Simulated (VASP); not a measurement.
Set up this calculation in VASP 6.6.1, as the native input.

```
Task                      : vibrations by finite differences
Functional                : PBEsol
Potentials or basis       : VASP PAW PBE potentials, release 64 (Si, W_sv)
Cutoff                    : 520 eV
k mesh                    : 18 × 18 × 18
Occupations               : gaussian, width 0.1 eV
Spin                      : no spin polarisation
Ions in elastic constants : relaxed
Further INCAR settings    : ALGO = Normal; EDIFF = 1e-08; IBRION = 6; POTIM = 0.015; NSW = 1; ISIF = 3
```

The structure of Si2W lies in POSCAR:

```
Si2W                                    
1.0
   -1.6022420009      1.6022420009      3.9092725224
    1.6022420009     -1.6022420009      3.9092725224
    1.6022420009      1.6022420009     -3.9092725224
  Si              W             
     2     1
Direct
     0.3345063388567198    0.3345063388567198    0.0000000000000000
     0.6654936611432802    0.6654936611432802    0.0000000000000000
     0.0000000000000000    0.0000000000000000    0.0000000000000000
```

These files were run (other wordings do the same):

INCAR

```
PREC = Accurate
ENCUT = 520
EDIFF = 1E-8
ISMEAR = 0
SIGMA = 0.1
LREAL = False
LASPH = True
NELM = 80
ALGO = Normal
ISIF = 3
LWAVE = False
LCHARG = False
GGA = PS
IBRION = 6
NFREE = 2
POTIM = 0.015
NSW = 1
KPAR = 4
```

KPOINTS

```
Automatic mesh
0
Gamma
  18 18 18
```

Potentials or basis: VASP PAW PBE potentials, release 64 (Si, W_sv).

Command:

```bash
$ cat potpaw_PBE.64/Si/POTCAR potpaw_PBE.64/W_sv/POTCAR > POTCAR
$ mpirun -np 4 vasp_std > vasp.out
```

Results of the run:

```json
{
  "Voigt bulk modulus": "233 GPa",
  "Highest phonon frequency at Γ": "451 cm⁻¹"
}
```

Caveat: elastic constants of metals need much finer meshes, so these are rough; the PAW data sets were made with another functional, which shifts forces and pressure a little.

Run time: 22 min on 4 MPI ranks on Intel(R) Xeon(R) 6975P-C (Granite Rapids), with other jobs on the host, peak memory 1.4 GiB a rank.
